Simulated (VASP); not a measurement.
Consider the following.

```yaml
crystal:
  lattice:
    - [-2.86582, 5.29032, 2.76220]
    - [2.86582, -5.29032, 2.76220]
    - [2.86582, 5.29032, -2.76220]
  atoms:
    - { symbol: Be, position: [0.25000, 0.25000, 0.00000] }
    - { symbol: Be, position: [0.75000, 0.75000, 0.00000] }
    - { symbol: Br, position: [0.11313, 0.20896, 0.32209] }
    - { symbol: Br, position: [0.88687, 0.79104, 0.67791] }
    - { symbol: Br, position: [0.38687, 0.70896, 0.09584] }
    - { symbol: Br, position: [0.61313, 0.29104, 0.90416] }
```

The numbers are results of PBEsol GGA, VASP's PBE PAW potentials (set 64) (plane waves; VASP), not measurements. Numerical set-up: 400 eV cut-off, 6×6×6 Γ-centred mesh, tetrahedra with Blöchl corrections, potentials Be Br.

The cores are frozen, which limits the accuracy of field gradients. Without a dispersion term in the relaxation, distances and binding between the weakly bound layers, chains or molecules are unreliable, and so is what depends on them.

Task: Give the principal components of the electric field gradient (V/Å²) and the asymmetry η at each nucleus.

Result: 
```
atom    Vxx   Vyy     Vzz     η
----  -----  ----  ------  ----
Be1     0.1   0.1    -0.3     -
Be2     0.1   0.1    -0.3     -
Br3   121.2  98.7  -220.0  0.10
Br4   121.2  98.7  -220.0  0.10
Br5   121.2  98.7  -220.0  0.10
Br6   121.2  98.7  -220.0  0.10
```

The structure comes from a computed database's BeBr2 entry (Ibam); how it stands against other phases isn't given here. It was relaxed first.
